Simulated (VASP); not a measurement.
VASP runs on Ba (space group Im-3m) share one base input (PBE GGA, plane waves, VASP's PBE PAW potentials (set 64)) and change the settings named in each case.

**KPOINTS**
```
Automatic mesh
0
Gamma
8 8 8
0 0 0
```

POSCAR:
```
Ba
2.510
 -1.0000000000   1.0000000000   1.0000000000
  1.0000000000  -1.0000000000   1.0000000000
  1.0000000000   1.0000000000  -1.0000000000
Ba
1
Cart
  0.0000000000   0.0000000000   0.0000000000
```

INCAR:
```
# general
SYSTEM =Ba
PREC   =Accurate
ENCUT  =300   # plane-wave cut-off (eV)
LREAL  =.FALSE.   # projection in real space or not
LASPH  =.TRUE.   # aspherical one-centre terms

# electronic loop
EDIFF  =1E-6
NELM   =100
ALGO   =Normal
LMAXMIX=4

# smearing
ISMEAR =-1   # Fermi-Dirac
SIGMA  =0.136   # width (eV)

# functional
GGA    =PE

# ions
ISIF   =2   # forces and stress, cell fixed

# output
LWAVE  =.FALSE.
LCHARG =.FALSE.
```

POTCAR, in this order: Ba_sv (PBE.64 set). Program: vasp_std.

```tsv
change	E(σ→0) (eV/atom)	pressure (GPa)	−TS (eV)
base run	-1.9060	0.08	-0.0869
GGA removed, POTCAR Ba_sv (LDA.64 set)	-2.2079	…	…
GGA_COMPAT = .FALSE., LNONCOLLINEAR = .TRUE., LSORBIT = .TRUE., MAGMOM = 0.0 0.0 0.0, program vasp_ncl	-2.1046	0.06	-0.0872
KPOINTS 1×1×1 Γ-centred mesh	-4.8170	5.13	0.0000
```

Some entries are withheld; supply them.

- GGA removed, POTCAR Ba_sv (LDA.64 set), pressure (GPa): -1.25
- GGA removed, POTCAR Ba_sv (LDA.64 set), −TS (eV): -0.0871

Energies of different potentials or functionals have different zeros.  Unless said otherwise, spin-orbit coupling is left out, though it shifts the bands of the heavy elements here. At 300 eV the pressure can carry a Pulay error.

Left out are runs that ran out of time, are held back, or changed the cell or the kind of run, fixed moments of cells without a moment, rows past the twelfth, gaps on odd meshes, pressures of charged cells and columns that move by less than the noise.

The structure is a typed Ba crystal. The cell was not relaxed at this level.
